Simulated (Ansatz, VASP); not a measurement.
# SiO2 in two plane-wave programs, part 3 of 3

Aim: how closely do two programs agree when they are given the same cell, functional and k mesh? The cell is taken from a series of runs on this material, whose earlier steps may have relaxed, scaled, displaced or heated it; both programs get it as it stands.

VASP 6.6.1 and Ansatz 0.2.0.

So far: The starting structure; Ansatz: zone-centre phonons, LDA; VASP: zone-centre phonons, LDA.

### Step 3. VASP: zone-centre phonons, LDA (continued)

Level of this step: LDA; plane waves and PAW (Si, O) (VASP).

Numbers of over 12 decimals in the logs are rounded to 6 here.

Parts of OUTCAR (step 3):

```text
ion  position               nearest neighbor table
   1  0.465  0.000  0.667-   8 1.61   4 1.61   9 1.61   5 1.61   3 3.03   3 3.03   2 3.03   2 3.03

  LATTYP: Found a hexagonal cell.
 ALAT       =     4.8666731703
 C/A-ratio  =     1.1025826693

 Subroutine GETGRP returns: Found  6 space group operations
 (whereof  2 operations were pure point group operations)

The static configuration has the point symmetry C_2 .
 The point group associated with its full space group is D_3 .

 Found     24 irreducible k-points:

   k-points           NKPTS =     24   k-points in BZ     NKDIM =     24   number of bands    NBANDS=     33

   dimension x,y,z NGX =    40 NGY =   40 NGZ =   48
   dimension x,y,z NGXF=    80 NGYF=   80 NGZF=   96

   ENCUT  =  600.0 eV  44.10 Ry    6.64 a.u.   9.72  9.72 10.72*2*pi/ulx,y,z

   NELECT =      48.0000    total number of electrons

 k-points in reciprocal lattice and weights: Automatic mesh
   0.00000000  0.00000000  0.00000000       0.007
   0.16666667  0.00000000  0.00000000       0.042
   0.33333333 -0.00000000  0.00000000       0.042
   0.50000000 -0.00000000  0.00000000       0.021
   0.16666667  0.16666667  0.00000000       0.042
   0.33333333  0.16666667  0.00000000       0.083
   0.33333333  0.33333333  0.00000000       0.014
   0.00000000  0.00000000  0.25000000       0.014
   0.16666667  0.00000000  0.25000000       0.042
[...]
0.33333333  0.16666667  0.50000000       0.083
   0.33333333  0.33333333  0.50000000       0.014

 average (electrostatic) potential at core
       1 -87.8632       2 -87.8632       3 -87.8632       4 -73.2877       5 -73.2877
       6 -73.2877       7 -73.2877       8 -73.2877       9 -73.2877

  Total        0.1432343      0.1432343      0.1700572     -0.0000000      0.0000000     -0.0000000
  in kB        2.0850632      2.0850632      2.4755245     -0.0000000      0.0000000     -0.0000000
  external PRESSURE =       2.2152170 kB  Pullay stress =       0.0000000 kB

  energy-cutoff  :      600.00
  volume of cell :      110.06
      direct lattice vectors                 reciprocal lattice vectors
     4.866673170  0.000000000  0.000000000     0.205479177  0.118633458  0.000000000
    -2.433336585  4.214662597  0.000000000     0.000000000  0.237266917  0.000000000
     0.000000000  0.000000000  5.365909495     0.000000000  0.000000000  0.186361697

 POSITION                                       TOTAL-FORCE (eV/Angst)
 -----------------------------------------------------------------------------------
      2.26159      0.00000      3.57727        -0.019591      0.000000      0.000000
     -1.13080      1.95859      1.78864         0.009795     -0.016966      0.000000
[...]
2.261590  0.000000  3.577273     0.002960    0.072089    0.203984
     -1.130795  1.958595  1.788636     0.089391    0.052631   -0.293517
      1.302541  2.256068  0.000000     0.029325   -0.012492    0.089534
      1.328615  1.164124  4.178537     0.169559   -0.384715   -0.309967
      3.194204  0.568552  2.389900    -0.073514   -0.128147    0.101172
      2.777190  2.481986  0.601264     0.270218   -0.045924    0.208796
      0.343854  1.732677  1.187373    -0.303744   -0.022254    0.219760
     -1.104721  3.050538  2.976009     0.025826    0.105399    0.086932
      0.760868  3.646110  4.764646    -0.249510    0.326989   -0.306692

   2 f  =   34.508678 THz   216.824418 2PiTHz 1151.085591 cm-1   142.716360 meV
             X         Y         Z           dx          dy          dz
      2.261590  0.000000  3.577273     0.002730   -0.078157   -0.221155
     -1.130795  1.958595  1.788636     0.022188    0.008274   -0.066078
      1.302541  2.256068  0.000000     0.087311   -0.051793    0.287232
      1.328615  1.164124  4.178537     0.012191   -0.074616   -0.062136
      3.194204  0.568552  2.389900    -0.244377   -0.317689    0.299508
      2.777190  2.481986  0.601264    -0.326600    0.026042   -0.237371
      0.343854  1.732677  1.187373     0.295676    0.047875   -0.227258
     -1.104721  3.050538  2.976009     0.168023    0.377445    0.303947
      0.760868  3.646110  4.764646    -0.053566    0.102109   -0.076688

   3 f  =   32.661405 THz   205.217659 2PiTHz 1089.467196 cm-1   135.076656 meV
             X         Y         Z           dx          dy          dz
      2.261590  0.000000  3.577273     0.275057   -0.000000    0.000000
     -1.130795  1.958595  1.788636    -0.137529    0.238206   -0.000000
      1.302541  2.256068  0.000000    -0.137529   -0.238206   -0.000000
      1.328615  1.164124  4.178537    -0.111003    0.259286    0.222008
      3.194204  0.568552  2.389900    -0.169047   -0.225774    0.222008
      2.777190  2.481986  0.601264     0.280050   -0.033512    0.222008
      0.343854  1.732677  1.187373     0.280050    0.033512   -0.222008
     -1.104721  3.050538  2.976009    -0.111003   -0.259286   -0.222008
      0.760868  3.646110  4.764646    -0.169047    0.225774   -0.222008

   4 f  =   32.496031 THz   204.178585 2PiTHz 1083.950921 cm-1   134.392725 meV
             X         Y         Z           dx          dy          dz
      2.261590  0.000000  3.577273    -0.000000   -0.105015   -0.270454
     -1.130795  1.958595  1.788636     0.090946    0.052508   -0.270454
      1.302541  2.256068  0.000000    -0.090946    0.052508   -0.270454
      1.328615  1.164124  4.178537    -0.135919    0.272069    0.179121
      3.194204  0.568552  2.389900    -0.167659   -0.253744    0.179121
      2.777190  2.481986  0.601264     0.303578   -0.018325    0.179121
      0.343854  1.732677  1.187373    -0.303578   -0.018325    0.179121
     -1.104721  3.050538  2.976009     0.135919    0.272069    0.179121
      0.760868  3.646110  4.764646     0.167659   -0.253744    0.179121

   5 f  =   32.185446 THz   202.227121 2PiTHz 1073.590917 cm-1   133.108249 meV
             X         Y         Z           dx          dy          dz
      2.261590  0.000000  3.577273     0.130356   -0.249540    0.078760
     -1.130795  1.958595  1.788636     0.158348   -0.125177    0.023528
      1.302541  2.256068  0.000000     0.252053   -0.211600   -0.102287
      1.328615  1.164124  4.178537    -0.140456    0.360728    0.305113
      3.194204  0.568552  2.389900     0.109817    0.090892   -0.100909
      2.777190  2.481986  0.601264    -0.249004    0.009067   -0.204204
      0.343854  1.732677  1.187373    -0.276986   -0.061640    0.217169
     -1.104721  3.050538  2.976009     0.064766    0.074939    0.084071
      0.760868  3.646110  4.764646    -0.224391    0.302615   -0.301240

   6 f  =   32.185446 THz   202.227121 2PiTHz 1073.590917 cm-1   133.108249 meV
             X         Y         Z           dx          dy          dz
      2.261590  0.000000  3.577273     0.141339    0.230149   -0.072639
     -1.130795  1.958595  1.788636     0.265701    0.202156    0.104528
      1.302541  2.256068  0.000000     0.179278    0.108451   -0.031888
      1.328615  1.164124  4.178537     0.053603   -0.045973   -0.059638
      3.194204  0.568552  2.389900    -0.216233   -0.296246    0.294054
      2.777190  2.481986  0.601264    -0.298057    0.062576   -0.234417
      0.343854  1.732677  1.187373    -0.272250   -0.014088    0.222459
     -1.104721  3.050538  2.976009    -0.135671   -0.355840   -0.299304
      0.760868  3.646110  4.764646     0.092005   -0.066683    0.076845

   7 f  =   23.821429 THz   149.674456 2PiTHz  794.597356 cm-1    98.517472 meV
             X         Y         Z           dx          dy          dz
      2.261590  0.000000  3.577273     0.424799    0.226925   -0.115687
     -1.130795  1.958595  1.788636     0.246995   -0.563325   -0.034543
      1.302541  2.256068  0.000000    -0.348479   -0.014217    0.150230
      1.328615  1.164124  4.178537    -0.049304    0.014402   -0.017667
      3.194204  0.568552  2.389900    -0.098784    0.212375    0.117450
      2.777190  2.481986  0.601264     0.097406    0.156239   -0.099782
      0.343854  1.732677  1.187373    -0.106659    0.143402   -0.085825
     -1.104721  3.050538  2.976009    -0.236165   -0.014301    0.123579
      0.760868  3.646110  4.764646    -0.034838   -0.047604   -0.037754

   8 f  =   23.821429 THz   149.674456 2PiTHz  794.597356 cm-1    98.517472 meV
             X         Y         Z           dx          dy          dz
      2.261590  0.000000  3.577273     0.460669   -0.209256    0.106679
     -1.130795  1.958595  1.788636    -0.329581   -0.031452   -0.153528
      1.302541  2.256068  0.000000     0.219527    0.564023    0.046848
      1.328615  1.164124  4.178537    -0.240942    0.015516   -0.125419
      3.194204  0.568552  2.389900    -0.042969    0.064996    0.047409
      2.777190  2.481986  0.601264    -0.099105   -0.131194    0.078010
      0.343854  1.732677  1.187373     0.089071   -0.145115    0.093145
     -1.104721  3.050538  2.976009    -0.068632   -0.015610    0.027754
      0.760868  3.646110  4.764646    -0.101936   -0.216937   -0.120900

   9 f  =   23.154842 THz   145.486163 2PiTHz  772.362392 cm-1    95.760689 meV
             X         Y         Z           dx          dy          dz
      2.261590  0.000000  3.577273    -0.000000   -0.523368    0.160335
     -1.130795  1.958595  1.788636     0.453250    0.261684    0.160335
      1.302541  2.256068  0.000000    -0.453250    0.261684    0.160335
      1.328615  1.164124  4.178537    -0.073764    0.011747   -0.106192
      3.194204  0.568552  2.389900     0.026708   -0.069755   -0.106192
      2.777190  2.481986  0.601264     0.047055    0.058007   -0.106192
      0.343854  1.732677  1.187373    -0.047055    0.058007   -0.106192
     -1.104721  3.050538  2.976009     0.073764    0.011747   -0.106192
      0.760868  3.646110  4.764646    -0.026708   -0.069755   -0.106192

  10 f  =   20.814059 THz   130.778591 2PiTHz  694.282282 cm-1    86.079993 meV
             X         Y         Z           dx          dy          dz
      2.261590  0.000000  3.577273     0.060927    0.171680    0.461580
     -1.130795  1.958595  1.788636    -0.000482   -0.101558    0.137646
      1.302541  2.256068  0.000000    -0.206409    0.088243   -0.599226
      1.328615  1.164124  4.178537     0.208559   -0.066719    0.113573
      3.194204  0.568552  2.389900    -0.097889   -0.218304    0.021042
      2.777190  2.481986  0.601264    -0.075942    0.122880   -0.134615
    [... 205 further lines ...]
     -1.104721  3.050538  2.976009     0.091960   -0.283463   -0.000192
      0.760868  3.646110  4.764646     0.091020   -0.283236    0.000787

 MACROSCOPIC STATIC DIELECTRIC TENSOR IONIC CONTRIBUTION
 ------------------------------------------------------
           2.133942    -0.000000     0.000000
          -0.000000     2.133942     0.000000
           0.000000     0.000000     2.308096
 ------------------------------------------------------

 ELASTIC MODULI CONTR FROM IONIC RELAXATION (kBar)
 Direction    XX          YY          ZZ          XY          YZ          ZX
 --------------------------------------------------------------------------------
 XX       -2860.0313   -849.2986  -1407.2079      0.0000    395.1791     -0.0000
 YY        -849.2986  -2860.0313  -1407.2079      0.0000   -395.1791      0.0000
 ZZ       -1407.2079  -1407.2079  -2183.7332      0.0000     -0.0000     -0.0000
 XY           0.0000      0.0000      0.0000  -1005.3939      0.0000    397.1482
 YZ         395.1791   -395.1791     -0.0000      0.0000  -1307.8897      0.0000
 ZX          -0.0000      0.0000     -0.0000    397.1482      0.0000  -1313.3440
 --------------------------------------------------------------------------------

 PIEZOELECTRIC TENSOR IONIC CONTR  for field in x, y, z        (C/m^2)
          XX          YY          ZZ          XY          YZ          ZX
  --------------------------------------------------------------------------------
  x     0.33363    -0.33363     0.00000     0.00000     0.14410     0.00000
  y     0.00000    -0.00000    -0.00000    -0.33363     0.00000    -0.14711
  z     0.00000     0.00000     0.00000    -0.00391     0.00000     0.00000
```

### Step 4. Side by side

Known differences besides the potentials themselves: the two LDA forms differ slightly; fixed occupations in Ansatz, narrow Gaussian smearing in VASP; the cutoff is 420 eV in Ansatz and 600 eV in VASP; VASP's log shows a relativistic correction to its local exchange, Ansatz's none. Total energies have different zeros and are not compared.

Compared:

```
                                     quantity  Ansatz    VASP  difference
                                        ε∞ xx    2.53    2.51     +0.43 %
                                        ε∞ yy    2.53    2.51     +0.43 %
                                        ε∞ zz    2.56    2.55     +0.45 %
Born charge of Si1 (mean of the diagonal) (e)    3.37    3.34       +0.03
 Born charge of O4 (mean of the diagonal) (e)   -1.69   -1.67       -0.01
                   optical mode 1 to 2 (cm⁻¹)   128.2   126.1     +1.63 %
                        optical mode 3 (cm⁻¹)   224.5   223.6     +0.43 %
                   optical mode 4 to 5 (cm⁻¹)   255.3   254.5     +0.30 %
                        optical mode 6 (cm⁻¹)   336.4   336.6     -0.05 %
                        optical mode 7 (cm⁻¹)   340.2   341.0     -0.25 %
                   optical mode 8 to 9 (cm⁻¹)   373.9   374.2     -0.09 %
                 optical mode 10 to 11 (cm⁻¹)   434.1   435.4     -0.31 %
                       optical mode 12 (cm⁻¹)   457.1   456.2     +0.20 %
                       optical mode 13 (cm⁻¹)   482.2   482.5     -0.07 %
                 optical mode 14 to 15 (cm⁻¹)   694.0   694.3     -0.05 %
                       optical mode 16 (cm⁻¹)   770.7   772.4     -0.21 %
                 optical mode 17 to 18 (cm⁻¹)   795.8   794.6     +0.15 %
                 optical mode 19 to 20 (cm⁻¹)  1064.2  1073.6     -0.88 %
                       optical mode 21 (cm⁻¹)  1074.4  1084.0     -0.88 %
                       optical mode 22 (cm⁻¹)  1080.0  1089.5     -0.87 %
                 optical mode 23 to 24 (cm⁻¹)  1147.7  1151.1     -0.29 %
```

Modes are paired by rising frequency, not by their patterns, so a pair may set unlike modes beside each other; they are those without the splitting of longitudinal modes.

### Step 5. What came out

```json
{
 "r.m.s. difference of the optical zone-centre modes, each program's sorted by frequency (zone-centre phonons, LDA)": "4.1 cm⁻¹",
 "difference in optical mode 1 to 2 (zone-centre phonons, LDA)": "+1.6 %"
}
```

**Reading.** The r.m.s. difference of the optical zone-centre modes, each program's sorted by frequency is 4.1 cm⁻¹ (zone-centre phonons, LDA). Among the rows given in per cent, the largest difference of the zone-centre phonons, LDA pair is in optical mode 1 to 2, +1.6 %. How closely two codes agree says nothing of how well the functional describes the real material.

[Lines on the potential files, build, host, timing and source positions are cut from VASP's logs without a mark.]

[Logs are printed without paths, hosts, clocks, repeated set-up lines and the standing remarks that a program may print on its own settings, such as how far it seeks lower states.]

[Hosts, paths, dates, database ids (printed as entryN), source tags and the programs' standing remarks are cut or masked in the printed files.]
